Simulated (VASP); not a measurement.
Computed with PBE GGA, VASP's PBE PAW potentials (set 64) (plane waves; VASP).

The input files of a VASP run:

**KPOINTS**
```
Automatic mesh
0
gamma
  6 6 3
```

File POSCAR:
```
MgI2
1
    2.0818040000    -3.6589560000     0.0000000000
    2.0818040000     3.6589560000     0.0000000000
    0.0000000000     0.0000000000     6.9311230000
Mg I
1 2
Direct
  0.0000000000   0.0000000000   0.0000000000
  0.3333330000   0.6666670000   0.2420000000
  0.6783050000   0.3449710000   0.7580000000
```

INCAR:
```
SYSTEM=MgI2
PREC=Accurate; ENCUT=520; LREAL=F
LASPH=T
EDIFF=1E-6; NELM=100; ALGO=Normal
LMAXMIX=4
ISMEAR=0; SIGMA=0.05
GGA=PE
ISIF=2
LWAVE=F; LCHARG=F
```

POTCAR, in this order: Mg I (PBE.64 set). Program: vasp_std.

Question: What does the run give for the energy per atom (σ→0), largest force?

Answer: 
The energy per atom (σ→0) is -2.569 eV/atom and the largest force is 0.115 eV/Å.

File OSZICAR:
```
...
DAV:   6    -0.773523455635E+01    0.13772E+00   -0.16017E-01  1484   0.221E+00    0.270E+00
DAV:   7    -0.770868942910E+01    0.26545E-01   -0.14515E-01  1544   0.215E+00    0.766E-01
DAV:   8    -0.770703452103E+01    0.16549E-02   -0.96528E-03  1528   0.607E-01    0.251E-01
DAV:   9    -0.770719085964E+01   -0.15634E-03   -0.10827E-03  1668   0.240E-01    0.955E-02
DAV:  10    -0.770717774198E+01    0.13118E-04   -0.31341E-05  1624   0.482E-02    0.448E-02
DAV:  11    -0.770718350145E+01   -0.57595E-05   -0.18682E-05  1552   0.327E-02    0.287E-02
DAV:  12    -0.770718428861E+01   -0.78715E-06   -0.10737E-06  1208   0.765E-03
   1 F= -.77071843E+01 E0= -.77071843E+01  d E =-.508942E-15
```

The compound is MgI2 in the 1T layered structure. The cell was not relaxed at this level, atoms are displaced from their ideal sites. The run is one of a series of settings (ENCUT = 520 against the base run), some of them coarse on purpose.
